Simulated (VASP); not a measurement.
Output of a VASP run:

File OSZICAR:
```
       N       E                     dE             d eps       ncg     rms          rms(c)
DAV:   1     0.408397581977E+02    0.40840E+02   -0.73530E+03  4536   0.116E+03
DAV:   2    -0.378154855687E+02   -0.78655E+02   -0.72988E+02  4996   0.231E+02
DAV:   3    -0.398331105979E+02   -0.20176E+01   -0.20013E+01  5252   0.386E+01
DAV:   4    -0.398436583304E+02   -0.10548E-01   -0.10545E-01  4808   0.302E+00
DAV:   5    -0.398437644674E+02   -0.10614E-03   -0.10614E-03  5240   0.315E-01    0.653E+00
DAV:   6    -0.353331647876E+02    0.45106E+01   -0.71255E+00  4664   0.385E+01    0.846E+00
DAV:   7    -0.353781893216E+02   -0.45025E-01   -0.49158E-01  4560   0.103E+01    0.409E+00
DAV:   8    -0.353416668900E+02    0.36522E-01   -0.17150E-01  4512   0.582E+00    0.719E-01
DAV:   9    -0.353596895354E+02   -0.18023E-01   -0.50363E-02  4844   0.260E+00    0.234E-01
DAV:  10    -0.353642520042E+02   -0.45625E-02   -0.56308E-03  4824   0.882E-01    0.144E-01
DAV:  11    -0.353647376355E+02   -0.48563E-03   -0.19155E-03  4892   0.460E-01    0.477E-02
DAV:  12    -0.353646781952E+02    0.59440E-04   -0.29816E-04  4576   0.196E-01    0.419E-02
DAV:  13    -0.353647771210E+02   -0.98926E-04   -0.15072E-04  4632   0.135E-01    0.136E-02
DAV:  14    -0.353647812266E+02   -0.41056E-05   -0.47535E-06  5072   0.194E-02    0.410E-03
DAV:  15    -0.353647803553E+02    0.87131E-06   -0.19223E-07  3904   0.505E-03    0.263E-03
DAV:  16    -0.353647825343E+02   -0.21790E-05   -0.13104E-06  4704   0.121E-02    0.102E-03
DAV:  17    -0.353647826692E+02   -0.13497E-06   -0.10797E-07  3472   0.354E-03    0.629E-04
DAV:  18    -0.353647826569E+02    0.12378E-07   -0.37265E-08  2384   0.264E-03
   1 F= -.35364783E+02 E0= -.35365085E+02  d E =0.908405E-03
```

**OUTCAR**
```
------------------------ aborting loop because EDIFF is reached ----------------------------------------
  FORCE on cell =-STRESS in cart. coord.  units (eV):
  Direction    XX          YY          ZZ          XY          YZ          ZX
  --------------------------------------------------------------------------------------
  Total        0.0554488      0.0671336      0.0671336      0.0000000      0.0736885      0.0000000
  in kB        2.3871363      2.8901810      2.8901810      0.0000000      3.1723786      0.0000000
  external PRESSURE =       2.7224995 kB  Pullay stress =       0.0000000 kB
  volume of cell :       37.22
      direct lattice vectors                 reciprocal lattice vectors
     3.338744678  0.000000000  0.000000000     0.299513768  0.000000000  0.000000000
     0.000000000  3.338744678 -0.025040585     0.000000000  0.299530617  0.002246480
     0.000000000 -0.025040585  3.338744678     0.000000000  0.002246480  0.299530617
 POSITION                                       TOTAL-FORCE (eV/Angst)
 -----------------------------------------------------------------------------------
      0.00000      0.00000      0.00000         0.000000     -0.000000      0.000000
      1.66937      1.65685      1.65685         0.000000      0.000000      0.000000
 -----------------------------------------------------------------------------------
    total drift:                                0.000000      0.000000      0.000000
  FREE ENERGIE OF THE ION-ELECTRON SYSTEM (eV)
  ---------------------------------------------------
  free  energy   TOTEN  =       -35.3647826569 eV

  energy  without entropy=      -35.3656910619  energy(sigma->0) =      -35.36508546
```
(Selected blocks of OUTCAR.)

File POSCAR:
```
AgAs
1
    3.3387446780     0.0000000000     0.0000000000
    0.0000000000     3.3387446780    -0.0250405851
    0.0000000000    -0.0250405851     3.3387446780
Ag As
1 1
Direct
  0.0000000000   0.0000000000   0.0000000000
  0.5000000000   0.5000000000   0.5000000000
```

**Question.** Reconstruct the remaining input files.

**Answer.** Several could match; the one computed here: the input of the run itself, r2SCAN meta-GGA, plane waves, VASP's PBE PAW potentials (set 64).

File KPOINTS:
```
Automatic mesh
0
Gamma
10 10 10
0 0 0
```

**INCAR**
```
! general
SYSTEM   =  AgAs
PREC     =  Accurate
ENCUT    =  480
LREAL    =  .FALSE.
LASPH    =  .TRUE.

! electronic loop
EDIFF    =  1E-7
NELM     =  100
ALGO     =  Normal
LMAXMIX  =  4
LMIXTAU  =  .TRUE.

! smearing
ISMEAR   =  1
SIGMA    =  0.1

! functional
METAGGA  =  R2SCAN

! ions
ISIF     =  2

! output
LWAVE    =  .FALSE.
LCHARG   =  .FALSE.
```

POTCAR, in this order: Ag As (PBE.64 set). Program: vasp_std.

The structure was generated: AgAs was put into the CsCl type (Pm-3m), which need not be its known phase. This cell was strained or had an atom moved on purpose.
